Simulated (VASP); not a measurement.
An input for Quantum ESPRESSO's pw.x (written as the equivalent of a VASP run, and not itself run):

```
&CONTROL
  calculation = 'vc-relax'
  pseudo_dir = './pseudo'
  outdir = './out'
  tprnfor = .true.
  tstress = .true.
  nstep = 40
  forc_conv_thr = 0.00078
/
&SYSTEM
  ibrav = 0
  nat = 4
  ntyp = 2
  ecutwfc = 84
  occupations = 'smearing'
  smearing = 'methfessel-paxton'
  degauss = 0.00735
  input_dft = 'pbe'
/
&ELECTRONS
  conv_thr = 7.3e-08
  electron_maxstep = 100
/
&IONS
/
&CELL
  press = 50
/
ATOMIC_SPECIES
  Ti 47.867 Ti.upf
  Pt 195.084 Pt.upf
CELL_PARAMETERS angstrom
     3.9452998    0.0000000    0.0000000
     0.0000000    3.9452998    0.0000000
     0.0000000    0.0000000    3.9452998
ATOMIC_POSITIONS crystal
  Ti   0.0000000  0.0000000  0.0000000
  Pt   0.0000000  0.5000000  0.5000000
  Pt   0.5000000  0.0000000  0.5000000
  Pt   0.5000000  0.5000000  0.0000000
K_POINTS automatic
  8 8 8 0 0 0
```

Problem. Write the VASP files for the same calculation (PBE).

Solution. One answer among several that fit: 
**INCAR**
```
SYSTEM = Pt3Ti
PREC = Accurate; ENCUT = 500; LREAL = .False.
LASPH = .True.
EDIFF = 1E-6; NELM = 100; ALGO = Normal
LMAXMIX = 6
ISMEAR = 1; SIGMA = 0.1
GGA = PE
IBRION = 2; NSW = 40; ISIF = 3
EDIFFG = -0.02; PSTRESS = 50
LWAVE = .False.; LCHARG = .False.
```

**POSCAR**
```
Pt3Ti
1
    3.9452998469     0.0000000000     0.0000000000
    0.0000000000     3.9452998469     0.0000000000
    0.0000000000     0.0000000000     3.9452998469
Ti Pt
1 3
Direct
  0.0000000000   0.0000000000   0.0000000000
  0.0000000000   0.5000000000   0.5000000000
  0.5000000000   0.0000000000   0.5000000000
  0.5000000000   0.5000000000   0.0000000000
```

KPOINTS:
```
Automatic mesh
0
Gamma
8 8 8
0 0 0
```

POTCAR, in this order: Ti_sv Pt (PBE.64 set). Program: vasp_std.

Limits of the translation: the potentials are each code's own (VASP's PAW set, PseudoDojo norm-conserving files in pw.x), so ENCUT and ecutwfc are chosen apart and not converted; conv_thr bounds pw.x's estimated SCF error, while EDIFF bounds the energy change between steps; forc_conv_thr acts on force components and is met together with etot_conv_thr.

The compound is Pt3Ti in the L1_2 structure. This run relaxes it under an external pressure of 5 GPa. Symmetry was kept, so distortions that lower it aren't found.
